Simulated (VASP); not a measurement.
Runs of VASP 6.6.1 on EuAl4Si2Rh. The structure is tetragonal, space group P4/mmm (No. 123). The conventional cell has a = 4.176 Å, b = 4.176 Å, c = 8.289 Å, α = 90.00°, β = 90.00°, γ = 90.00°. Eu (site symmetry 4/mmm) has 8 Si at 3.18 Å and 8 Al at 3.45 Å as nearest neighbours. Al (site symmetry 2mm) is surrounded by 2 Rh at 2.51 Å and 2 Si at 2.61 Å and 1 Al at 2.79 Å. Around Si (site symmetry 4mm) lie 1 Si at 2.36 Å and 4 Al at 2.61 Å. Rh (site symmetry 4/mmm) is surrounded by 8 Al at 2.51 Å. 

```csv
level,potentials or basis,U,k mesh,cutoff (eV),gap on the mesh (eV),pressure (GPa),moment (μB),largest force (eV/Å)
r2SCAN,"VASP PAW PBE potentials, release 64 (Eu, Al, Si, Rh_pv)",-,6 × 6 × 3,520,none,-1.2,6.80,0.08
PBEsol+U,"VASP PAW PBE potentials, release 64 (Eu, Al, Si, Rh)",Eu f U = 6.0 eV,6 × 6 × 3,500,none,-1.3,7.00,0.02
PBEsol+U,"VASP PAW PBE potentials, release 64 (Eu, Al, Si, Rh_pv)",Eu f U = 6.0 eV,8 × 8 × 4,520,none,-1.4,7.02,0.02
PBEsol+U,"VASP PAW PBE potentials, release 64 (Eu, Al, Si, Rh_pv)",Eu f U = 6.0 eV,6 × 6 × 3,600,none,-1.3,7.00,0.01
PBE+U,"VASP PAW PBE potentials, release 64 (Eu, Al, Si, Rh_pv)",Eu f U = 6.0 eV,6 × 6 × 3,520,none,(a),7.00,(b)
PBEsol+U,"VASP PAW PBE potentials, release 64 (Eu, Al, Si, Rh_pv)",Eu f U = 6.0 eV,6 × 6 × 3,700,none,-1.3,7.00,0.01
```

Alike in all rows: task electric field gradients; spin collinear, ferromagnetic start; cell as given; smearing fermi-dirac 0.02 eV.

Task: Fill in the values left out.

Result: (a) 1.4; (b) 0.09.

Caveats: spin-orbit coupling is left out, which moves the levels of the heavy elements; the PAW data sets were made with another functional, which shifts forces and pressure a little (some runs); without U or exact exchange the open f shell lies at the Fermi level, which spoils levels, moments and volumes (some runs).

A k mesh can miss the band edges, and the runs leave out spin-orbit coupling on Eu, Rh.

A gap of «none» marks a metal or a gap under the smearing width.

The runs don't all hold the same shells in valence.
